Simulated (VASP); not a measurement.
Crystal: TiO2.

```
Ti O
1.0
    -1.89225    1.89225    4.75715
     1.89225   -1.89225    4.75715
     1.89225    1.89225   -4.75715
Ti O
2 4
Cartesian
  0.0000 0.0000 0.0000
  0.0000 1.8923 2.3786
  0.0000 0.0000 1.9795
  0.0000 1.8922 4.3581
  0.0000 1.8922 0.3990
  0.0000 0.0000 7.5348
```

Program: VASP 6.6.1. Alike in all runs: task single point; potentials or basis VASP PAW PBE potentials, release 64 (Ti_sv, O); no spin polarisation; cell as given; k mesh 6 × 6 × 6; cutoff (eV) 520; smearing fermi-dirac 0.05 eV.

Task: Order these runs on this cell by their band gap on the k mesh, lowest first.
A. level TB-mBJ
B. level r2SCAN
C. level PBE

Result: C (2.14 eV), B (2.57 eV), A (3.17 eV).

A k mesh can miss the band edges.

Not every run made on this cell is shown here.
